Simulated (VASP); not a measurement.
Pt:

```
CELL_PARAMETERS angstrom
0.00000 1.96090 1.96090
1.96090 0.00000 1.96090
1.96090 1.96090 0.00000
ATOMIC_POSITIONS crystal
Pt 0.00000 0.00000 0.00000
```

```yaml
Program: VASP 6.6.1
Task: relaxation of cell and atoms
Functional: LDA
Potentials_or_basis: VASP PAW LDA potentials, release 64 (Pt)
Cutoff: 600 eV
k_mesh: 16 × 16 × 16
Occupations: methfessel-paxton, width 0.1 eV
Spin: no spin polarisation
```

At the start: pressure -5.6 GPa; volume 15.08 Å³/atom.

Task: Where does the relaxation end?

Result: Over 4 steps the energy falls by 5.1 meV/atom and the volume is 14.79 Å³/atom (-1.9 %); space group Fm-3m (No. 225, to 0.05 Å).

The path:
| step | energy change (eV) | largest force (eV/Å) | pressure (GPa) | volume (Å³) |
| --- | --- | --- | --- | --- |
| 1 | 0.0000 | 0.0000 | -5.63 | 15.08 |
| 2 | 0.0466 | 0.0000 | 21.04 | 13.95 |
| 3 | -0.0051 | 0.0000 | -0.14 | 14.80 |
| 4 | -0.0051 | 0.0000 | -0.01 | 14.79 |

Final structure:
```cif
data_structure
_symmetry_space_group_name_H-M 'P 1'
_symmetry_Int_Tables_number 1
_cell_length_a 2.7554
_cell_length_b 2.7554
_cell_length_c 2.7554
_cell_angle_alpha 60.000
_cell_angle_beta 60.000
_cell_angle_gamma 60.000
_cell_volume 14.79
loop_
_atom_site_label
_atom_site_type_symbol
_atom_site_fract_x
_atom_site_fract_y
_atom_site_fract_z
_atom_site_occupancy
Pt1 Pt 0.00000 0.00000 0.00000 1
```
